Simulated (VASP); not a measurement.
Energy against volume of CaO (rock salt). All values below come from vdW-DF-cx, VASP's PBE PAW potentials (set 64) (plane waves; VASP). Run with 520 eV cut-off, 10×10×10 Γ-centred mesh, Gaussian smearing of 0.050 eV, potentials Ca_sv O.

| V (Å³/atom) | E (eV/atom) |
|---|---|
| 12.882 | -4.54435 |
| 13.293 | -4.55983 |
| 13.704 | -4.56493 |
| 14.115 | -4.56122 |

Q: Fit these four points and predict the energy of the run at 14.527 Å³/atom.

A: A cubic in V^(−2/3), the third-order Birch-Murnaghan form, passes through the four points with V0 = 13.73 Å³/atom and B0 = 113 GPa, and gives -4.5500 eV/atom there. The run gave -4.5500 eV/atom, -0.0 meV/atom from the fit; all five points give B0 = 113 GPa.

The compound is CaO in the rock salt structure. It was relaxed first.
